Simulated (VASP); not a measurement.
```
CELL_PARAMETERS angstrom
      0.00000     2.20595     2.20595
      2.20595     0.00000     2.20595
      2.20595     2.20595     0.00000
ATOMIC_POSITIONS crystal
  Hf 0.00000 0.00000 0.00000
  N  0.50000 0.50000 0.50000
```

These are PBE GGA with D3 dispersion (Becke-Johnson damping), VASP's PBE PAW potentials (set 64) (plane waves; VASP) values and carry that method's errors. Numerical set-up: 520 eV cut-off, 14×14×14 Γ-centred mesh, first-order Methfessel-Paxton smearing of 0.10 eV, potentials Hf_pv N.

Unless said otherwise, spin-orbit coupling is left out, though it shifts the bands of the heavy elements here.

Q: Estimate the energy per atom (σ→0), pressure, band gap (on the k-mesh) with the smallest direct gap where there is one.

A: 
```json
{
 "band gap (on the k-mesh)": "none (metal, semimetal or under 0.01 eV)",
 "energy per atom (σ→0)": "-11.221 eV/atom",
 "pressure": "20.09 GPa"
}
```

Only differences to runs with the same potentials and settings are physical.

The compound is HfN in the rock salt structure. This cell is one point of a volume scan, at 0.94 of the reference volume. The electron count is odd and the run is not spin-polarised, which forces a metal.
